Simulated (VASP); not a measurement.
# CsPbBr3: energy against strain

CsPbBr3 (cubic perovskite, Pm-3m, 40.517 Å³/atom and stress up to 0.01 GPa in the relaxed cell, cube axes along x, y and z) under an equal strain ε along x and y, with z held. PBEsol in VASP (plane waves, PAW), 480 eV, 6×6×6 Γ-centred mesh, Gaussian smearing 0.05 eV; ions are relaxed, or left where forces stay under 0.02 eV/Å, within the symmetry of each cell.

Here s stands for strain and y for E less E0.

| strain (%) | E less E0 (meV/atom) |
|---|---|
| -1.50 | 3.59 |
| -1.00 | 1.58 |
| -0.50 | 0.40 |
| 0.00 | 0.00 |
| 0.50 | 0.33 |
| 1.00 | 1.36 |
| 1.50 | 3.05 |
| 3.00 | ? |

The 7 complete rows are fitted with a parabola, y against s. Least squares gives y = -0.004 - 0.1521·s + 1.4767·s². Residuals (row less fit): 0.043, -0.045, -0.041, 0.004, 0.041, 0.039, -0.040; standard error 0.051 (degrees of freedom: 4). Twice the quadratic coefficient over the volume, 2 × 1.4767 meV × 10⁴ × 0.1602 / 40.517 Å³, is the elastic constants 2(C11 + C12) = 117 ± 2 GPa (± standard error of the fit, which holds the terms cut off).

Task: What does the fit predict for y at s = 3.00, and how far is the calculated value from it?

Result: y = -0.004 - 0.1521 × 3.0 + 1.4767 × 3.0² = 12.830 meV/atom. The calculation gives 11.65 meV/atom, 1.180 meV/atom below the prediction (10.1 % of the range of y in the table). The row lies outside the fitted rows, so this is an extrapolation. From the scatter of the fitted rows alone, a prediction at this place has a standard error of 0.195 meV/atom, so the miss is 6.1 times that.

A polynomial of degree 3 through the 12 other runs of the series gives 11.60 there, so most of the miss is curvature that the fit leaves out. The primitive cell can neither tilt nor turn polar against its symmetry, as such crystals can under strain. Spin-orbit coupling is left out, which can shift these values for the heavy elements here. CsPbBr3 is here the ideal cubic form; the compound distorts at low or room temperature. Rows are the converged runs of the series near zero and its far end, less any whose ions stayed unrelaxed beside relaxed ones; series whose fitted rows scatter by over a few per cent of the range, as at a crossing or softening among them, aren't shown in this form. Most that stay on the fit to the last digits aren't either.
